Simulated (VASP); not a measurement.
VASP ran on this input.

**KPOINTS**
```
Automatic mesh
0
Gamma
12 12 12
0 0 0
```

### POSCAR
```
RuAl
1.0
  0.0000000000   2.4655203554   2.4655203554
  2.4655203554   0.0000000000   2.4655203554
  2.4655203554   2.4655203554   0.0000000000
Ru Al
1 1
Cart
  0.0000000000   0.0000000000   0.0000000000
  2.4655203554   2.4655203554   2.4655203554
```

**INCAR**
```
# general
SYSTEM  = RuAl
PREC    = Accurate
ENCUT   = 400
LREAL   = .FALSE.
LASPH   = .TRUE.

# electronic loop
EDIFF   = 1E-6
NELM    = 100
ALGO    = Normal
LMAXMIX = 4

# smearing
ISMEAR  = 1
SIGMA   = 0.1

# functional
GGA     = PS

# ions
IBRION  = 2
NSW     = 60
ISIF    = 3
EDIFFG  = -0.01

# output
LWAVE   = .FALSE.
LCHARG  = .FALSE.
```

POTCAR, in this order: Ru_pv Al (PBE.64 set). Program: vasp_std.

Question: Write an equivalent input for Quantum ESPRESSO's pw.x.

Answer: One equivalent input (not run):
```
&CONTROL
  calculation = 'vc-relax'
  pseudo_dir = './pseudo'
  outdir = './out'
  tprnfor = .true.
  tstress = .true.
  nstep = 60
  forc_conv_thr = 0.00039
/
&SYSTEM
  ibrav = 0
  nat = 2
  ntyp = 2
  ecutwfc = 84
  occupations = 'smearing'
  smearing = 'methfessel-paxton'
  degauss = 0.00735
  input_dft = 'pbesol'
/
&ELECTRONS
  conv_thr = 7.3e-08
  electron_maxstep = 100
/
&IONS
/
&CELL
/
ATOMIC_SPECIES
  Ru 101.070 Ru.upf
  Al 26.982 Al.upf
CELL_PARAMETERS angstrom
    -0.0000000    2.4655204    2.4655204
     2.4655204    0.0000000    2.4655204
     2.4655204    2.4655204   -0.0000000
ATOMIC_POSITIONS crystal
  Ru   0.0000000  0.0000000  0.0000000
  Al   0.5000000  0.5000000  0.5000000
K_POINTS automatic
  12 12 12 0 0 0
```
What does not carry over: the potentials are each code's own (VASP's PAW set, PseudoDojo norm-conserving files in pw.x), so ENCUT and ecutwfc are chosen apart and not converted; conv_thr bounds pw.x's estimated SCF error, while EDIFF bounds the energy change between steps; forc_conv_thr acts on force components and is met together with etot_conv_thr.

The structure was generated: RuAl was put into the rock salt type (Fm-3m), which need not be its known phase. This run relaxes it. Symmetry was kept, so distortions that lower it aren't found. The start is the result of an earlier pass.
